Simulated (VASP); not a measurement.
An input for Ansatz (written as the equivalent of a VASP run, and not itself run):

Ansatz 0.2 input:
```yaml
crystal:
  lattice:
    - [1.3800000, -2.3902300, 0.0000000]
    - [1.3800000, 2.3902300, 0.0000000]
    - [0.0000000, 0.0000000, 4.4600000]
  atoms:
    - { symbol: Re, position: [0.3333330, 0.6666670, 0.2500000] }
    - { symbol: Re, position: [0.6666670, 0.3333330, 0.7500000] }
kpoints:
  mp_grid: { grid: [14, 14, 8] }
hamiltonian:
  xc: r2scan
  dispersion: rvv10
  pseudopotentials: { kind: paw }
scf:
  occupations: { method: methfessel_paxton, width: 0.1 }
  max_iter: 100
relax:
  max_steps: 60
  f_tol: 0.01
  cell: {}
output: { forces: true, stress: true, eigenvalues: true }
```

Q: Translate this input to VASP (INCAR, KPOINTS, POSCAR, choice of POTCAR).

A: Several could match; the one computed here: 
**INCAR**
```
ALGO=Normal
BPARAM=11.95
CPARAM=0.0093
EDIFF=1E-6
EDIFFG=-0.01
ENCUT=520
IBRION=2
ISIF=3
ISMEAR=1
LASPH=T
LCHARG=F
LMAXMIX=6
LMIXTAU=T
LREAL=F
LUSE_VDW=T
LWAVE=F
METAGGA=R2SCAN
NELM=100
NSW=60
PREC=Accurate
SIGMA=0.1
SYSTEM=Re
```

### POSCAR
```
Re
1
    1.3800000000    -2.3902300000     0.0000000000
    1.3800000000     2.3902300000     0.0000000000
    0.0000000000     0.0000000000     4.4600000000
Re
2
Direct
  0.3333330000   0.6666670000   0.2500000000
  0.6666670000   0.3333330000   0.7500000000
```

**KPOINTS**
```
Automatic mesh
0
Gamma
14 14 8
0 0 0
```

POTCAR, in this order: Re (PBE.64 set). Program: vasp_std.

Limits of the translation: each code has its own PAW files, so the cut-off isn't converted (ENCUT is set for VASP's; basis.ecutwfc is left out, and Ansatz then takes the one that its files recommend); Ansatz stops its SCF on the density residual and VASP on the energy change (EDIFF).

The compound is Re in the hcp structure. This run relaxes it. Symmetry was kept, so distortions that lower it aren't found.
